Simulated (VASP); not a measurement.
Input:

```yaml
crystal:
  lattice:
    - [4.61298, 0.00000, 0.00000]
    - [0.00000, 6.52374, 0.00000]
    - [0.00000, 0.00000, 24.92667]
  atoms:
    - { symbol: Cs, position: [0.00000, 0.50000, 0.37087] }
    - { symbol: Cs, position: [0.00000, 0.00000, 0.50000] }
    - { symbol: Cs, position: [0.00000, 0.50000, 0.62913] }
    - { symbol: I, position: [0.50000, 0.00000, 0.36848] }
    - { symbol: I, position: [0.50000, 0.50000, 0.50000] }
    - { symbol: I, position: [0.50000, 0.00000, 0.63152] }
```

These are r2SCAN meta-GGA, VASP's PBE PAW potentials (set 64) (plane waves; VASP 6.6.1) values and carry that method's errors. Settings: PREC = Normal, 400 eV cut-off, 5×3×1 Γ-centred mesh, Gaussian smearing of 0.050 eV, potentials Cs_sv I.

Unless said otherwise, spin-orbit coupling is left out, though it shifts the bands of the heavy elements here.

Predict the energy per atom (σ→0), band gap (on the k-mesh) with the smallest direct gap where there is one.

- band gap (on the k-mesh): 4.00 eV
- smallest direct gap (on the k-mesh): 4.00 eV
- energy per atom (σ→0): -26.474 eV/atom

Total energies compare only between runs with the same potentials, cut-off and functional.

The cell is a thin slab with vacuum, built from CsI (CsCl type): (110) face.
